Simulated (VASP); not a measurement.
Input:

```xyz
3
Lattice="2.2507 -3.8983 0.0000 2.2507 3.8983 0.0000 0.0000 0.0000 4.9858" Properties=species:S:1:pos:R:3 pbc="T T T"
Se     0.4896     0.8481     3.3239
Se     3.5221     0.0000     0.0000
Se     0.4896    -0.7481     1.6619
```

Computed with r2SCAN meta-GGA, VASP's PBE PAW potentials (set 64) (plane waves; VASP). Run with 480 eV cut-off, 6×6×4 Γ-centred mesh, Gaussian smearing of 0.050 eV, potentials Se.

Q: Predict the energy per atom (σ→0), pressure, largest force.

A: 
```
Item                             Value
---------------------  ---------------
energy per atom (σ→0)  -14.296 eV/atom
pressure                      1.80 GPa
largest force          0.03181 Ry/bohr
```

Only differences to runs with the same potentials and settings are physical.

The compound is Se in the trig structure. This cell was strained or had an atom moved on purpose.
